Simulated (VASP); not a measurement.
```yaml
crystal:
  lattice:
    - [0.00000, 2.46703, 2.46703]
    - [2.46703, 0.00000, 2.46703]
    - [2.46703, 2.46703, 0.00000]
  atoms:
    - { symbol: Eu, position: [0.00000, 0.00000, 0.00000] }
    - { symbol: O, position: [0.50000, 0.50000, 0.50000] }
```

All values below come from optB86b-vdW, VASP's PBE PAW potentials (set 64) (plane waves; VASP). Numerical set-up: 520 eV cut-off, 10×10×10 Γ-centred mesh, tetrahedra with Blöchl corrections, potentials Eu_2 O.

The 4f electrons are frozen in the core of the lanthanide potential, so 4f levels, which can set the real gap, and their magnetism are missing.

Tabulate the total density of states (states/eV per cell) against energy (eV; zero at the valence-band maximum or, without a gap, the Fermi level).

```
E (eV)  DOS (states/eV)
------  ---------------
-9.94              0.00
-9.58              0.00
-9.10              0.00
-8.74              0.00
-8.26              0.00
-7.90              0.00
-7.42              0.00
-7.06              0.00
-6.70              0.00
-6.22              0.00
-5.86              0.00
-5.38              0.00
-5.02              0.00
-4.54              0.00
-4.18              0.00
-3.70              0.00
-3.34              0.00
-2.98              0.00
-2.50              0.24
-2.14              1.02
-1.66              2.07
-1.30              3.17
-0.82              2.84
-0.46              4.68
-0.10              0.73
0.38               0.00
0.74               0.00
1.22               0.00
1.58               0.00
2.06               0.00
2.42               0.00
2.90               0.07
3.26               0.18
3.62               0.25
4.10               0.35
4.46               0.43
4.94               0.55
5.30               0.89
5.78               1.05
6.14               0.91
```
Within 2 eV below the valence-band maximum the largest weight inside VASP's projection spheres is O p, then Eu p.

The compound is EuO in the rock salt structure. It was relaxed first, which changed the volume by -12 %.
